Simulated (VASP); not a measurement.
Consider the following.

```
CELL_PARAMETERS angstrom
      1.90120    -3.29297     0.00000
      1.90120     3.29297     0.00000
      0.00000     0.00000     6.23348
ATOMIC_POSITIONS crystal
  Zn 0.66667 0.33333 0.50022
  Zn 0.33333 0.66667 0.00022
  S  0.66667 0.33333 0.87478
  S  0.33333 0.66667 0.37478
```

Level of theory: vdW-DF-cx, VASP's PBE PAW potentials (set 64) (plane waves; VASP 6.6.1). Run with 520 eV cut-off, Gaussian smearing of 0.050 eV, potentials Zn S.

Give the energies of bands 8 to 21 at the high-symmetry points, in eV from the valence-band maximum.

| band | Γ | M | K | A | L | H |
|---|---|---|---|---|---|---|
| 8 | -5.98 | -6.05 | -6.02 | -6.39 | -6.11 | -6.05 |
| 9 | -5.98 | -5.91 | -5.97 | -5.93 | -5.90 | -5.98 |
| 10 | -5.90 | -5.86 | -5.95 | -5.93 | -5.90 | -5.98 |
| 11 | -5.90 | -5.79 | -5.70 | -5.93 | -5.73 | -5.60 |
| 12 | -5.75 | -5.77 | -5.70 | -5.93 | -5.73 | -5.60 |
| 13 | -5.42 | -4.89 | -4.37 | -2.91 | -4.94 | -4.81 |
| 14 | -0.91 | -4.18 | -4.37 | -2.91 | -4.94 | -4.81 |
| 15 | -0.91 | -3.33 | -3.92 | -0.48 | -1.66 | -3.11 |
| 16 | -0.08 | -2.28 | -2.36 | -0.48 | -1.66 | -3.11 |
| 17 | 0.00 | -1.72 | -2.36 | -0.48 | -1.64 | -1.37 |
| 18 | 0.00 | -0.90 | -2.13 | -0.48 | -1.64 | -1.37 |
| 19 | 2.16 | 3.58 | 4.16 | 3.51 | 3.47 | 4.45 |
| 20 | 3.04 | 4.21 | 5.90 | 3.51 | 3.47 | 4.45 |
| 21 | 6.24 | 5.03 | 5.90 | 6.71 | 5.16 | 6.26 |

The gap is direct, 2.16 eV, from the valence maximum at Γ to the conduction minimum at Γ.

Measured: gap 3.91 eV (computed value off by -1.75 eV), as given by Mehmet Aras et al., The Journal of Chemical Physics (2014), arXiv:1312.4272.

The compound is ZnS in the wurtzite structure, the high-temperature form. It was relaxed first.
